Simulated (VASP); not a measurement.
Data:

```
CELL_PARAMETERS angstrom
      4.32442     0.00000     0.00000
      0.00000     4.32442     0.00000
      0.00000     0.00000     4.32442
ATOMIC_POSITIONS crystal
  Cu 0.25000 0.25000 0.75000
  Cu 0.25000 0.75000 0.25000
  Cu 0.75000 0.75000 0.75000
  Cu 0.75000 0.25000 0.25000
  O  0.50000 0.50000 0.50000
  O  0.00000 0.00000 0.00000
```

Computed with PBE GGA, VASP's PBE PAW potentials (set 64) (plane waves; VASP). Settings: 240 eV cut-off, 1×1×1 Γ-centred mesh, Gaussian smearing of 0.010 eV, potentials Cu O.

At this cut-off the stress carries a Pulay error, which pulls relaxed volumes low. Energy and stress use the plane-wave basis of the starting cell.

Problem. The ions, cell shape and volume are relaxed. What does this cell relax into?

Solution. 
```
CELL_PARAMETERS angstrom
      4.10574     0.00000     0.00000
      0.00000     4.10574     0.00000
      0.00000     0.00000     4.10574
ATOMIC_POSITIONS crystal
  Cu 0.25000 0.25000 0.75000
  Cu 0.25000 0.75000 0.25000
  Cu 0.75000 0.75000 0.75000
  Cu 0.75000 0.25000 0.25000
  O  0.50000 0.50000 0.50000
  O  0.00000 0.00000 0.00000
```
Space group Pn-3m (224), at a tolerance of 0.03 Å.

Problem. How do energy and volume change from the first to the last step?

Solution. The energy (σ→0) changes by -394.4 meV/atom and the volume by -14.4 %, in 15 ionic steps.

The structure comes from a computed database's Cu2O entry; how it stands against other phases isn't given here. This run relaxes it. Symmetry was kept, so distortions that lower it aren't found. The k-mesh is coarse (spacing up to 1.53 per Å, 2π included), so the numbers may not be converged in it. The run is one of a series of settings (EDIFFG = -0.01, ENCUT = 240, IBRION = 2, ISIF = 3, NSW = 50, KPOINTS 1×1×1 Γ-centred mesh against the base run), some of them coarse on purpose.
